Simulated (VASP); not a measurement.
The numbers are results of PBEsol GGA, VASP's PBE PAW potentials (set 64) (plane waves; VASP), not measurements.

VASP ran on this input.

File POSCAR:
```
CuZn
1
    2.9114221608     0.0000000000    -0.0000000000
    0.0000000000     2.9114221608    -0.0000000000
    0.0000000000     0.0000000000     2.9114221608
Zn Cu
1 1
Direct
  0.5000000000   0.5000000000   0.5000000000
  0.0000000000   0.0000000000   0.0000000000
```

### INCAR
```
! general
SYSTEM =CuZn
PREC   =Accurate
ENCUT  =480   ! plane-wave cut-off (eV)
LREAL  =.False.
LASPH  =.True.

! electronic loop
EDIFF  =1E-6
NELM   =100   ! most electronic steps
ALGO   =Normal   ! blocked Davidson
LMAXMIX=4   ! l cut-off of mixed one-centre charges

! smearing
ISMEAR =1   ! Methfessel-Paxton
SIGMA  =0.1

! functional
GGA    =PS   ! PBEsol

! ions
IBRION =2
NSW    =60   ! most ionic steps
ISIF   =3   ! ions, shape and volume
EDIFFG =-0.01   ! ionic stop

! output
LWAVE  =.False.
LCHARG =.False.
```

KPOINTS:
```
Automatic mesh
0
Gamma
11 11 11
0 0 0
```

POTCAR, in this order: Zn Cu (PBE.64 set). Program: vasp_std.

The run wrote:

**OSZICAR**
```
       N       E                     dE             d eps       ncg     rms          rms(c)
DAV:   1     0.106456523726E+03    0.10646E+03   -0.11018E+04  1768   0.239E+03
DAV:   2    -0.454065627428E+01   -0.11100E+03   -0.10824E+03  1687   0.321E+02
DAV:   3    -0.742681810122E+01   -0.28862E+01   -0.28711E+01  2065   0.704E+01
DAV:   4    -0.744661592085E+01   -0.19798E-01   -0.19796E-01  1953   0.519E+00
DAV:   5    -0.744686263314E+01   -0.24671E-03   -0.24671E-03  2157   0.611E-01    0.105E+01
DAV:   6    -0.718719792053E+01    0.25966E+00   -0.20606E+01  1825   0.121E+02    0.647E+00
DAV:   7    -0.610558120618E+01    0.10816E+01   -0.44553E+00  1820   0.126E+02    0.235E+00
DAV:   8    -0.611082208333E+01   -0.52409E-02   -0.25591E-01  2236   0.713E+00    0.135E+00
DAV:   9    -0.609967230639E+01    0.11150E-01   -0.21198E-02  2040   0.382E+00    0.731E-02
DAV:  10    -0.609964295996E+01    0.29346E-04   -0.53889E-04  2045   0.329E-01    0.224E-02
DAV:  11    -0.609964760141E+01   -0.46414E-05   -0.92564E-06  2037   0.365E-02    0.126E-02
DAV:  12    -0.609964715702E+01    0.44438E-06   -0.57885E-07  1281   0.280E-02
   1 F= -.60996472E+01 E0= -.60996911E+01  d E =-.609965E+01
       N       E                     dE             d eps       ncg     rms          rms(c)
DAV:   1    -0.610114153562E+01   -0.14939E-02   -0.19976E-02  1687   0.347E+00    0.302E-01
DAV:   2    -0.610018714522E+01    0.95439E-03   -0.11589E-02  1708   0.288E+00    0.140E-01
DAV:   3    -0.609972524890E+01    0.46190E-03   -0.29148E-03  1745   0.176E+00    0.791E-02
DAV:   4    -0.609966070309E+01    0.64546E-04   -0.15760E-04  2342   0.374E-01    0.315E-02
DAV:   5    -0.609964140310E+01    0.19300E-04   -0.14466E-05  2620   0.694E-02    0.198E-03
DAV:   6    -0.609964125987E+01    0.14323E-06   -0.65046E-07  1038   0.166E-02
   2 F= -.60996413E+01 E0= -.60996802E+01  d E =0.589715E-05
```

OUTCAR:
```
------------------------ aborting loop because EDIFF is reached ----------------------------------------
  FORCE on cell =-STRESS in cart. coord.  units (eV):
  Direction    XX          YY          ZZ          XY          YZ          ZX
  --------------------------------------------------------------------------------------
  Total        0.0198326      0.0198326      0.0198326      0.0000000      0.0000000     -0.0000000
  in kB        1.2900312      1.2900312      1.2900312      0.0000000      0.0000000     -0.0000000
  external PRESSURE =       1.2900312 kB  Pullay stress =       0.0000000 kB
  volume of cell :       24.63
      direct lattice vectors                 reciprocal lattice vectors
     2.909577416  0.000000000  0.000000000     0.343692522  0.000000000  0.000000000
    -0.000000000  2.909577416 -0.000000000    -0.000000000  0.343692522  0.000000000
    -0.000000000 -0.000000000  2.909577416    -0.000000000  0.000000000  0.343692522
 POSITION                                       TOTAL-FORCE (eV/Angst)
 -----------------------------------------------------------------------------------
      1.45479      1.45479      1.45479        -0.000000     -0.000000      0.000000
      0.00000      0.00000      0.00000         0.000000      0.000000      0.000000
 -----------------------------------------------------------------------------------
    total drift:                                0.000000      0.000000     -0.000000
  FREE ENERGIE OF THE ION-ELECTRON SYSTEM (eV)
  ---------------------------------------------------
  free  energy   TOTEN  =        -6.0996412599 eV

  energy  without entropy=       -6.0997579615  energy(sigma->0) =       -6.09968016

 reached required accuracy - stopping structural energy minimisation
```
(Selected blocks of OUTCAR.)

CONTCAR:
```
CuZn
   1.00000000000000
     2.9095774158283998    0.0000000000000000    0.0000000000000000
    -0.0000000000000000    2.9095774158283998   -0.0000000000000000
    -0.0000000000000000   -0.0000000000000000    2.9095774158283998
  Zn              Cu
     1     1
Direct
     0.5000000000000000    0.5000000000000000    0.5000000000000000
     0.0000000000000000    0.0000000000000000    0.0000000000000000
```

The compound is CuZn in the CsCl type structure. This run relaxes it. Symmetry was kept, so distortions that lower it aren't found. The start is the result of an earlier pass. The electron count is odd and the run is not spin-polarised, which forces a metal.
